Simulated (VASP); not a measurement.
W, 1 atom in the cell. The structure is cubic, space group Im-3m (No. 229). Conventional cell: a = 3.078 Å, b = 3.078 Å, c = 3.078 Å, α = 90.00°, β = 90.00°, γ = 90.00°. W (site symmetry m-3m) is surrounded by 8 W at 2.67 Å.  The cell isn't the ideal one: a relaxed cell with its volume scaled by 0.94.

```yaml
Program: VASP 6.6.1
Task: single point
Functional: LDA
Potentials_or_basis: VASP PAW LDA potentials, release 64 (W_sv)
Cutoff: 520 eV
k_mesh: 18 × 18 × 18
Occupations: gaussian, width 0.1 eV
Spin: no spin polarisation
Further_INCAR_settings: ALGO = Normal; EDIFF = 1e-07
```

Potentials or basis: VASP PAW LDA potentials, release 64 (W_sv).

Run with:

```bash
$ cat potpaw_LDA.64/W_sv/POTCAR > POTCAR
$ mpirun -np 1 vasp_std > vasp.out
```

Hardware: 1 thread of Intel(R) Xeon(R) Platinum 8375C CPU @ 2.90GHz (Ice Lake) (shared host).

Q: Estimate the wall time of this run.

A: Wall time 23 s on 1 thread of Intel(R) Xeon(R) Platinum 8375C CPU @ 2.90GHz (Ice Lake) (shared host), peak memory 0.14 GiB. Counts: scf iterations 11, k points 195.
